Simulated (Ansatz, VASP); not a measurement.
# Al34Ga20O81 (amorphous 37Ga2O3-63Al2O3 (mol %)): VASP beside Ansatz

One calculation is typed for both programs; each brings its own data sets. How far apart do they land? Of the first pair: The structure shown is the start of the Ansatz relaxation below; VASP solves that cell, so the two are compared at the walk's first step.

Main program and level: Ansatz 0.2.0; plane waves, with VASP 6.6.1 beside it; single point at PBE.

In doubt: warnings of the run leave room for a lower electronic state (steps 2, 5), so energies may not be the lowest and differences between runs may mislead.

### 1. Starting point

The cell holds 135 atoms: 20 Ga, 34 Al and 81 O. Its edges and angles: a = 11.052 Å, b = 11.052 Å, c = 11.052 Å, α = 90.0°, β = 90.0°, γ = 90.0°. As first built, before any earlier steps moved the atoms (in the runner's words): 135 atoms (20 Fe, 34 Al, 81 O) placed at random at 3.55 g/cm^3, melted at 5000 K for 10 ps at fixed volume with the Morse and Coulomb pair potential with partial charges (Pedone, Malavasi, Menziani, Cormack and Segre, J. Phys. Chem. B 110, 11780 (2006)). Quenched from 5000 K to 300 K at 50 K/ps and fixed volume, held 10 ps at zero pressure, then minimised at fixed cell. Then Fe was replaced by Ga and the cell scaled by 1.006 (the potential has no terms for the new elements, so the cell is a start for a DFT relaxation). The cell carries charge −1.

### 2. Ansatz: relaxation, PBE

Ansatz runs on its PAW soft_1 files.

The two programs are compared at the cell with which this relaxation starts, whose forces are those of its first step.

Input file input.yaml:

```yaml
crystal:
  lattice:
    - [11.05227, 0.0, 0.0]
    - [0.0, 11.05227, 0.0]
    - [0.0, 0.0, 11.05227]
  atoms:
    - { symbol: Ga, position: [0.68414, 0.83127, 0.47262] }
    - { symbol: Ga, position: [0.24541, 0.62387, 0.36185] }
    - { symbol: Ga, position: [0.31941, 0.21689, 0.38228] }
    - { symbol: Ga, position: [0.57115, 0.59779, 0.82089] }
    - { symbol: Ga, position: [0.09508, 0.41249, 0.69551] }
    - { symbol: Ga, position: [0.84194, 0.42834, 0.83679] }
    - { symbol: Ga, position: [0.22686, 0.77, 0.12681] }
    - { symbol: Ga, position: [0.53239, 0.89497, 0.76912] }
    - { symbol: Ga, position: [0.746, 0.52407, 0.3192] }
    - { symbol: Ga, position: [0.45306, 0.5764, 0.08751] }
    - { symbol: Ga, position: [0.1539, 0.46199, 0.15956] }
    - { symbol: Ga, position: [0.3808, 0.77805, 0.51596] }
    - { symbol: Ga, position: [0.3792, 0.51779, 0.6276] }
    - { symbol: Ga, position: [0.86613, 0.13978, 0.99427] }
    - { symbol: Ga, position: [0.47222, 0.85112, 0.05381] }
    - { symbol: Ga, position: [0.95984, 0.64646, 0.2032] }
    - { symbol: Ga, position: [0.8662, 0.71456, 0.73636] }
    - { symbol: Ga, position: [0.71796, 0.9402, 0.94919] }
    - { symbol: Ga, position: [0.31345, 0.43053, 0.885] }
    - { symbol: Ga, position: [0.32709, 0.20711, 0.12927] }
    - { symbol: Al, position: [0.94986, 0.82478, 0.00447] }
    - { symbol: Al, position: [0.1442, 0.88522, 0.47328] }
    - { symbol: Al, position: [0.85263, 0.38294, 0.12803] }
    - { symbol: Al, position: [0.0763, 0.58861, 0.91795] }
    - { symbol: Al, position: [0.32729, 0.72833, 0.85086] }
    - { symbol: Al, position: [0.42947, 0.28883, 0.59581] }
    - { symbol: Al, position: [0.20107, 0.98288, 0.99412] }
    - { symbol: Al, position: [0.74669, 0.02265, 0.65999] }
    - { symbol: Al, position: [0.02698, 0.94269, 0.2274] }
    - { symbol: Al, position: [0.66053, 0.59683, 0.54813] }
[... 99 atom lines left out ...]
    - { symbol: O, position: [0.95643, 0.65933, 0.00243] }
    - { symbol: O, position: [0.28957, 0.89603, 0.87102] }
    - { symbol: O, position: [0.8037, 0.3659, 0.28088] }
    - { symbol: O, position: [0.19642, 0.26756, 0.48928] }
    - { symbol: O, position: [0.89869, 0.61321, 0.36371] }
    - { symbol: O, position: [0.58831, 0.2926, 0.60685] }
total_charge: -1
kpoints:
  mp_grid: { grid: [1, 1, 1] }
hamiltonian:
  xc: pbe
  pseudopotentials: { kind: paw, azcp: { folder: soft_1 } }
scf:
  occupations: { method: fermi_dirac, width: 0.01 }
  lower_state_search: "off"
output:
  forces: true
magnetization:
  spin_polarized: true
  initial_magnetization: 1
relax:
  f_tol: 0.05
  max_steps: 90
```

Launch:

```sh
$ ansatz run input.yaml --threads 4 --pin off --max-ram 8192MiB --backend cpu --events-out ev --progress --plain --runs-dir out
```

Numbers of over 12 decimals in the logs are rounded to 6 here.

The program printed:

```text
Engine: ansatz 0.2.0, aarch64-unknown-linux-gnu
Pseudopotentials: kind: paw
Pseudopotential: Ga, paw, valence charge 13, recommended cutoff 420 eV (normal), soft_1/Ga.paw.azcp
Pseudopotential: Al, paw, valence charge 3, recommended cutoff 420 eV (normal), soft_1/Al.paw.azcp
Pseudopotential: O, paw, valence charge 6, recommended cutoff 420 eV (normal), soft_1/O.paw.azcp
Functional definition: PBE
  parameter kappa = 0.804
  parameter beta = 0.066725
  exchange = pbe_x(kappa = kappa, mu = beta*pi^2/3)
  correlation = pbe_c(beta = beta)
Crystal: 135 atoms, lattice volume = 1350.064 Å³
Basis set: ecut = 420 eV, 26529 PW (Γ), exchange–correlation on 150×150×150 points (8 copies of the dense FFT grid, shifted against one another)
Bands: 560, of which v1, the nominal top of the filled ones, is band 425 counted from 1 (424 counted from 0)
Symmetry: 1 space group operations
Space group: P1 (ITA 1), of the structure as read, at distance tolerance 1.1e-4 Å
Magnetic group: BNS 1.1 (UNI 1), of the structure as read, at distance tolerance 1.1e-4 Å
k-points: 1
Non-local potential: Ga, projectors of the file, l = 0: 2, l = 1: 2, l = 2: 3, l = 3: 1
Non-local potential: Al, projectors of the file, l = 0: 2, l = 1: 2, l = 2: 1
Non-local potential: O, projectors of the file, l = 0: 2, l = 1: 2, l = 2: 1
PAW form: soft (Blöchl's): semilocal exchange-correlation on the pseudo side does not see the compensation charge
PAW one-centre angular grid: Ga, 590 points (default); XC on 64 Gauss nodes
PAW one-centre angular grid: Al, 110 points (default); XC on 64 Gauss nodes
PAW one-centre angular grid: O, 110 points (default); XC on 64 Gauss nodes
Initial density: superposition of atomic densities (chi_scale 0.1, normalization cell, long waves 26 % of neutral atoms scaled as one to the charged cell's electrons (reshape's long-wave potential 1.26 eV rms, cloud 1.88 Å wide))
Starting moments: Σ|m| = 1 μB on 135 of 135 sites
Initial wavefunctions: pseudopotential atomic-orbital guess
Functional: x = pbe(κ = 0.804, μ = 0.219515), c = pbe(β = 0.066725)
SCF iter   1: F=—  HF=-140063.561509 eV  |F-HF|=—  |Δ(HF+E_count)|=         —  Δρ=6.41e-2 (↑6.29e-2 ↓6.41e-2)  dr2=1.70e2  dr2_m=1.68e-2  M=1.000 μB ∫|m|=1.069 μB  β_m=1.00  ethr=3.10e-3  ⟨swp⟩=6.0  Hψ=4397  notcnv=0  defer=40
preconditioner: auto → Resta (q_TF=auto, 2.525 Å⁻¹)  ε∞=3.5  [insulator: Δε(μ)=1.352 eV  Ē_g=18.510 eV  σ=0.010 eV  W_gap=1.00  n_scr=364 (ndim 8)  ℏωp=29.4 eV  f_vac=0.001  D(μ)=0.00/eV (n_scr^D=0)  ε∞_Penn≈3.5]
spin=Collinear: Resta preconditioning applied to the charge; magnetization (m = ρ↑ − ρ↓) channel mixes plain (no charge-response kernel on spin).
SCF iter   2: F=—  HF=-140028.714778 eV  |F-HF|=—  |Δ(HF+E_count)|=         —  Δρ=3.70e-2 (↑3.69e-2 ↓3.70e-2)  dr2=5.84e1  dr2_m=9.39e-4  M=0.798 μB ∫|m|=0.908 μB  β_m=0.30  ethr=3.10e-3  ⟨swp⟩=2.5  Hψ=2073  notcnv=0  defer=254
Mixer restart at iter 2: flushing history
SCF iter   3: F=—  HF=-140017.735546 eV  |F-HF|=—  |Δ(HF+E_count)|=    1.10e1  Δρ=2.47e-2 (↑2.47e-2 ↓2.47e-2)  dr2=2.55e1  dr2_m=1.21e-3  M=0.758 μB ∫|m|=0.865 μB  β_m=0.30  ethr=3.10e-3  ⟨swp⟩=4.0  Hψ=1722  notcnv=0  defer=254
SCF iter   4: F=—  HF=-140009.869671 eV  |F-HF|=—  |Δ(HF+E_count)|=    7.87e0  Δρ=9.13e-3 (↑9.13e-3 ↓9.01e-3)  dr2=2.46e0  dr2_m=2.02e-3  M=0.677 μB ∫|m|=0.778 μB  β_m=0.30  ethr=3.01e-3  ⟨swp⟩=3.0  Hψ=2087  notcnv=0  defer=262
SCF iter   5: F=—  HF=-140009.473602 eV  |F-HF|=—  |Δ(HF+E_count)|=   3.96e-1  Δρ=2.56e-3 (↑2.43e-3 ↓2.56e-3)  dr2=1.83e-1  dr2_m=1.39e-3  M=0.637 μB ∫|m|=0.732 μB  β_m=0.30  ethr=2.90e-4  ⟨swp⟩=3.0  Hψ=1562  notcnv=0  defer=262
SCF iter   6: F=—  HF=-140009.572304 eV  |F-HF|=—  |Δ(HF+E_count)|=   9.87e-2  Δρ=2.09e-3 (↑1.96e-3 ↓2.09e-3)  dr2=1.04e-1  dr2_m=7.94e-4  M=0.617 μB ∫|m|=0.709 μB  β_m=0.30  ethr=2.16e-5  ⟨swp⟩=2.5  Hψ=868  notcnv=0  defer=262
SCF iter   7: F=—  HF=-140009.648002 eV  |F-HF|=—  |Δ(HF+E_count)|=   7.57e-2  Δρ=3.85e-4 (↑3.85e-4 ↓3.84e-4)  dr2=6.45e-3  dr2_m=4.18e-4  M=0.597 μB ∫|m|=0.685 μB  β_m=0.30  ethr=1.22e-5  ⟨swp⟩=4.0  Hψ=1564  notcnv=0  defer=262
SCF iter   8: F=—  HF=-140009.649294 eV  |F-HF|=—  |Δ(HF+E_count)|=   1.29e-3  Δρ=2.37e-4 (↑2.33e-4 ↓2.37e-4)  dr2=1.62e-3  dr2_m=2.76e-4  M=0.578 μB ∫|m|=0.663 μB  β_m=0.30  ethr=7.60e-7  ⟨swp⟩=3.0  Hψ=1976  notcnv=0  defer=262
Mixer restart at iter 8: flushing history
spin-set hold released at iteration 8 (site moments contracting): the magnetisation degrees of freedom join the quasi-Newton model from the next iteration; the mixer history was flushed
SCF iter   9: F=—  HF=-140009.650351 eV  |F-HF|=—  |Δ(HF+E_count)|=   1.06e-3  Δρ=1.82e-4 (↑1.82e-4 ↓1.80e-4)  dr2=9.22e-4  dr2_m=1.79e-4  M=0.562 μB ∫|m|=0.644 μB  β_m=0.64  ethr=1.91e-7  ⟨swp⟩=2.0  Hψ=1100  notcnv=0  defer=262
[...]
- { symbol: Al, position: [0.027161, 0.942651, 0.227176] }
    - { symbol: Al, position: [0.660836, 0.596626, 0.548191] }
    - { symbol: Al, position: [0.492642, 0.661435, 0.313705] }
    - { symbol: Al, position: [0.928843, 0.985483, 0.459818] }
    - { symbol: Al, position: [0.611046, 0.245182, 0.210225] }
    - { symbol: Al, position: [0.649139, 0.214004, 0.479259] }
    - { symbol: Al, position: [0.859948, 0.202439, 0.309343] }
    - { symbol: Al, position: [0.159798, 0.695404, 0.660720] }
    - { symbol: Al, position: [0.092316, 0.366120, 0.415159] }
    - { symbol: Al, position: [0.775169, 0.617514, 0.998311] }
    - { symbol: Al, position: [0.894691, 0.204942, 0.734994] }
    - { symbol: Al, position: [0.543444, 0.119889, 0.978105] }
    - { symbol: Al, position: [0.932023, 0.696607, 0.492558] }
    - { symbol: Al, position: [0.462362, 0.417625, 0.338680] }
    - { symbol: Al, position: [0.138322, 0.154603, 0.585899] }
    - { symbol: Al, position: [0.282502, 0.942136, 0.713034] }
    - { symbol: Al, position: [0.327878, 0.946426, 0.298097] }
    - { symbol: Al, position: [0.582055, 0.384935, 0.972435] }
    - { symbol: Al, position: [0.624309, 0.994950, 0.267345] }
    - { symbol: Al, position: [0.069665, 0.196166, 0.182875] }
    - { symbol: Al, position: [0.197074, 0.173035, 0.845377] }
    - { symbol: Al, position: [0.472957, 0.00945898, 0.521992] }
    - { symbol: Al, position: [0.022901, 0.951034, 0.768477] }
    - { symbol: Al, position: [0.704158, 0.782659, 0.171371] }
    - { symbol: Al, position: [0.628546, 0.273873, 0.757800] }
    - { symbol: Al, position: [0.851410, 0.375038, 0.531975] }
    - { symbol: O, position: [0.911122, 0.225808, 0.133092] }
    - { symbol: O, position: [0.998360, 0.496134, 0.809564] }
    - { symbol: O, position: [0.624763, 0.678407, 0.414155] }
    - { symbol: O, position: [0.735105, 0.472511, 0.489008] }
    - { symbol: O, position: [0.831626, 0.352206, 0.685802] }
    - { symbol: O, position: [0.090140, 0.051471, 0.123234] }
    - { symbol: O, position: [0.307045, 0.938236, 0.492419] }
    - { symbol: O, position: [0.323487, 0.767407, 0.679919] }
    - { symbol: O, position: [0.404613, 0.157488, 0.512146] }
    - { symbol: O, position: [0.094803, 0.048229, 0.876838] }
    - { symbol: O, position: [0.424386, 0.413163, 0.018107] }
    - { symbol: O, position: [0.368498, 0.318658, 0.256796] }
    - { symbol: O, position: [0.374139, 0.782023, 0.326947] }
    - { symbol: O, position: [0.571116, 0.287425, 0.359600] }
    - { symbol: O, position: [0.943693, 0.827445, 0.831826] }
    - { symbol: O, position: [0.182849, 0.723771, 0.490940] }
    - { symbol: O, position: [0.075286, 0.040195, 0.498995] }
    - { symbol: O, position: [0.129841, 0.882296, 0.664262] }
    - { symbol: O, position: [0.827171, 0.465171, 0.996720] }
    - { symbol: O, position: [0.754457, 0.781931, 0.010249] }
    - { symbol: O, position: [0.535820, 0.851160, 0.552200] }
    - { symbol: O, position: [0.385098, 0.570918, 0.821116] }
    - { symbol: O, position: [0.924243, 0.043219, 0.310468] }
    - { symbol: O, position: [0.601178, 0.560271, 0.991018] }
[...]
- { symbol: O, position: [0.290039, 0.128285, 0.975577] }
    - { symbol: O, position: [0.709605, 0.130726, 0.268951] }
    - { symbol: O, position: [0.956440, 0.659266, 0.00257133] }
    - { symbol: O, position: [0.289214, 0.896110, 0.870990] }
    - { symbol: O, position: [0.803457, 0.365317, 0.281066] }
    - { symbol: O, position: [0.196123, 0.267719, 0.489678] }
    - { symbol: O, position: [0.898796, 0.612927, 0.364032] }
    - { symbol: O, position: [0.588258, 0.292454, 0.606773] }
```

Reading the cycles: dr2 is the Hartree energy of the density residual (eV), the measure of convergence; HF is the Harris–Foulkes estimate of the energy, which meets the free energy F at convergence.

### 3. VASP: single point, PBE, start cell, pair 1

The same cell, functional, mesh and smearing now go to VASP, with its own data sets.

Lines of VASP's logs that name or quote its potential files are left out, and so is its time.

Input file INCAR:

```
SYSTEM = Al34Ga20O81
PREC = Accurate
ENCUT = 520
EDIFF = 1E-06
NELM = 200
ISMEAR = -1
SIGMA = 0.01
LREAL = Auto
ALGO = Normal
GGA = PE
NELECT = 849
NBANDS = 519
ISPIN = 2
MAGMOM = 0 0 0 0 0 0 0 0 0 0 0 0 0 0 0 0 0 0 0 0 0 0 0 0 0 0 0 0 0 0 0 0 0 0 0 0 0 0 0 0 0 0 0 0 0 0 0 0 0 0 0 0 0 0 0 0 0 0 0 0 0 0 0 0 0 0 0 0 0 0 0 0 0 0 0 0 0 0 0 0 0 0 0 0 0 0 0 0 0 0 0 0 0 0 0 0 0 0 0 0 0 0 0 0 0 0 0 0 0 0 0 0 0 0 0 0 0 0 0 0 0 0 0 0 0 0 0 0 0 0 0 0 0 0 0
LORBIT = 11
LWAVE = .FALSE.
LCHARG = .FALSE.
ISIF = 2
LASPH = .TRUE.
GGA_COMPAT = .FALSE.
```

Input file POSCAR:

```
Al34Ga20O81
1.0
   11.0522700000      0.0000000000      0.0000000000
    0.0000000000     11.0522700000      0.0000000000
    0.0000000000      0.0000000000     11.0522700000
Ga Al O
20 34 81
Direct
    0.6841400002      0.8312681467      0.4726178423
    0.2454065997      0.6238718381      0.3618532663
    0.3194094969      0.2168875715      0.3822834585
    0.5711496371      0.5977866990      0.8208901882
    0.0950754913      0.4124944468      0.6955132294
    0.8419356386      0.4283373461      0.8367873749
    0.2268583739      0.7699956660      0.1268065293
    0.5323883691      0.8949745165      0.7691180183
    0.7460005954      0.5240733352      0.3192013948
    0.4530562500      0.5763974279      0.0875114343
    0.1538959870      0.4619865421      0.1595599818
    0.3807996004      0.7780483104      0.5159573554
    0.3791981195      0.5177940821      0.6275995791
    0.8661297634      0.1397812395      0.9942663362
    0.4722197340      0.8511192723      0.0538079508
    0.9598390195      0.6464554340      0.2031980761
    0.8662021467      0.7145590906      0.7363555179
    0.7179611066      0.9401959959      0.9491896235
    0.3134469209      0.4305269415      0.8850037142
    0.3270911767      0.2071067754      0.1292675622
    0.9498591692      0.8247807916      0.0044696700
    0.1441966221      0.8852208641      0.4732783401
    0.8526302741      0.3829439563      0.1280279979
    0.0763010676      0.5886121132      0.9179471728
    0.3272902309      0.7283300173      0.8508568828
    0.4294683355      0.2888275440      0.5958142535
    0.2010718160      0.9828840591      0.9941215696
    0.7466882369      0.0226469314      0.6599911149
    0.0269808827      0.9426932205      0.2274012488
    0.6605339899      0.5968276200      0.5481317413
[... 99 atom lines left out ...]
    0.9564279555      0.6593306171      0.0024338891
    0.2895694731      0.8960331226      0.8710156375
    0.8036991496      0.3658976844      0.2808834746
    0.1964211877      0.2675558958      0.4892841018
    0.8986932096      0.6132133942      0.3637080889
    0.5883135320      0.2926005246      0.6068527099
```

Input file KPOINTS:

```
Automatic mesh
0
Gamma
1 1 1
0 0 0
```

PAW data sets: Ga_d, Al and O (PBE family, release 64).

Launch:

```sh
$ export OMP_NUM_THREADS=3
$ mpirun -np 1 vasp_gam
```

The program printed:

```text
[banner, memory and clock lines left out]
running    1 mpi-ranks, on    1 nodes
[...]
Offloading initialized ...    1 GPUs detected
[...]
LDA part: xc-table for (Slater+PW92), standard interpolation
 POSCAR, INCAR and KPOINTS ok, starting setup
[...]
entering main loop
       N       E                     dE             d eps       ncg     rms          rms(c)
DAV:   1     0.225558247944E+05    0.22556E+05   -0.31425E+05  2076   0.265E+03
DAV:   2     0.511583957902E+04   -0.17440E+05   -0.16412E+05  2076   0.826E+02
DAV:   3    -0.341473341208E+03   -0.54573E+04   -0.50800E+04  2916   0.346E+02
DAV:   4    -0.100808778821E+04   -0.66661E+03   -0.65672E+03  2968   0.132E+02
DAV:   5    -0.103745137478E+04   -0.29364E+02   -0.28997E+02  2736   0.306E+01BRMIX: very serious problems
 the old and the new charge density differ
 old charge density:   848.00000 new  849.00000
    0.679E+01
DAV:   6    -0.901327397533E+03    0.13612E+03   -0.48926E+02  3928   0.673E+01    0.206E+01
DAV:   7    -0.903516190096E+03   -0.21888E+01   -0.50738E+01  2456   0.124E+01    0.132E+01
DAV:   8    -0.903317363116E+03    0.19883E+00   -0.67700E+00  3232   0.737E+00    0.368E+00
DAV:   9    -0.903266207113E+03    0.51156E-01   -0.11278E+00  3536   0.586E+00    0.144E+00
[...]
DAV:  17    -0.903314241888E+03   -0.65030E-05   -0.11165E-04  3144   0.456E-02    0.681E-03
DAV:  18    -0.903314246770E+03   -0.48816E-05   -0.61202E-05  2776   0.183E-02    0.571E-03
DAV:  19    -0.903314246614E+03    0.15616E-06   -0.41200E-06  1720   0.166E-02
   1 F= -.90331425E+03 E0= -.90330732E+03  d E =-.138617E-01  mag=     0.0112
```

From OUTCAR (step 3):

```text
  Total       75.3357010    112.8800539     76.8294176     -3.7586299     -0.5022982     -7.9410632
  in kB       89.4040018    133.9594429     91.1766573     -4.4605220     -0.5960981     -9.4239891
  external PRESSURE =     104.8467006 kB  Pullay stress =       0.0000000 kB

 magnetization (x)
# of ion       s       p       d       tot
------------------------------------------
    1        0.000   0.000   0.000   0.000
    2        0.000   0.000   0.000   0.000
    3        0.000   0.000   0.000   0.000
    4        0.000   0.000   0.000   0.000
    5        0.000   0.000   0.000   0.000
    6        0.000   0.000   0.000   0.000
    7        0.000   0.000   0.000   0.000
    8        0.000   0.000   0.000   0.000
    9        0.000   0.000   0.000   0.000
   10        0.000   0.000   0.000   0.000
   11        0.000   0.000   0.000   0.000
   12        0.000   0.000   0.000   0.000
   13        0.000   0.000   0.000   0.000
[...]
--------------------------------------------------
tot          0.006   0.000   0.000   0.006

[... 3 further parts left out ...]
[key lines of the parts left out:]
E-fermi :   7.7243
```

This run allows spin, but its moments start at zero, where symmetry between the spins tends to hold them. Its electron count is odd, so without a moment it is a metal by construction.

### 4. Comparison

Known differences besides the potentials themselves: the cutoff is 420 eV in Ansatz and 520 eV in VASP (PREC = Accurate, projectors in real space). Total energies have different zeros and are not compared.

Forces on 10 of the 135 atoms, those with the largest forces and the largest differences (eV/Å; atoms numbered as in POSCAR):

```
atom          Ansatz x, y, z            VASP x, y, z
 O65   0.017, -0.132, -0.004    0.041, -0.173, 0.008
 O69     0.104, 0.109, 0.075     0.125, 0.136, 0.098
 O83   -0.016, -0.031, 0.016   -0.039, -0.089, 0.021
 O85     0.006, 0.069, 0.028    -0.031, 0.117, 0.036
 O89     0.085, 0.016, 0.100     0.116, 0.024, 0.135
 O93    0.010, 0.134, -0.056   -0.002, 0.176, -0.066
O102   0.026, -0.087, -0.038    0.027, -0.123, 0.008
O103    -0.048, 0.137, 0.030    -0.061, 0.188, 0.051
O117   -0.089, 0.075, -0.072   -0.132, 0.090, -0.096
O123  -0.073, -0.102, -0.017  -0.108, -0.141, -0.024
```

The forces differ by 18 meV/Å r.m.s., which is 31.2 % of the r.m.s. force of 0.057 eV/Å (both taken over all components). Moments aren't recorded for both runs of this pair, so they may hold unlike magnetic states. The cell carries a charge of -1 e against a uniform background, so its pressure also hangs on how the neutralising background is counted, and in a defect's cell a gap may be the spacing between its levels.

### 5. Ansatz: relaxation, PBE

This run makes the geometry at which the two programs are then compared.

The structure compared here is the end of the Ansatz relaxation.

input.yaml is that of step 2.

Launch:

```sh
$ ansatz run input.yaml --threads 4 --pin off --max-ram 8192MiB --backend cpu --events-out ev --progress --plain --runs-dir out
```

The program printed:

```text
[...]
Crystal: 135 atoms, lattice volume = 1350.064 Å³
Basis set: ecut = 420 eV, 26529 PW (Γ), exchange–correlation on 150×150×150 points (8 copies of the dense FFT grid, shifted against one another)
Bands: 560, of which v1, the nominal top of the filled ones, is band 425 counted from 1 (424 counted from 0)
Symmetry: 1 space group operations
[...]
k-points: 1
[...]
Starting moments: Σ|m| = 1 μB on 135 of 135 sites
[...]
- { symbol: O, position: [0.998360, 0.496134, 0.809564] }
    - { symbol: O, position: [0.624763, 0.678407, 0.414155] }
    - { symbol: O, position: [0.735105, 0.472511, 0.489008] }
    - { symbol: O, position: [0.831626, 0.352206, 0.685802] }
    - { symbol: O, position: [0.090140, 0.051471, 0.123234] }
    - { symbol: O, position: [0.307045, 0.938236, 0.492419] }
    - { symbol: O, position: [0.323487, 0.767407, 0.679919] }
[...]
- { symbol: O, position: [0.803457, 0.365317, 0.281066] }
    - { symbol: O, position: [0.196123, 0.267719, 0.489678] }
    - { symbol: O, position: [0.898796, 0.612927, 0.364032] }
    - { symbol: O, position: [0.588258, 0.292454, 0.606773] }
```

(Part 1 of 2 ends here.)

[Lines on the potential files, build, host, timing and source positions are cut from VASP's logs without a mark.]

[Logs are printed without paths, hosts, clocks, repeated set-up lines and the standing remarks that a program may print on its own settings, such as how far it seeks lower states.]

[Hosts, paths, dates, database ids (printed as entryN), source tags and the programs' standing remarks are cut or masked in the printed files.]
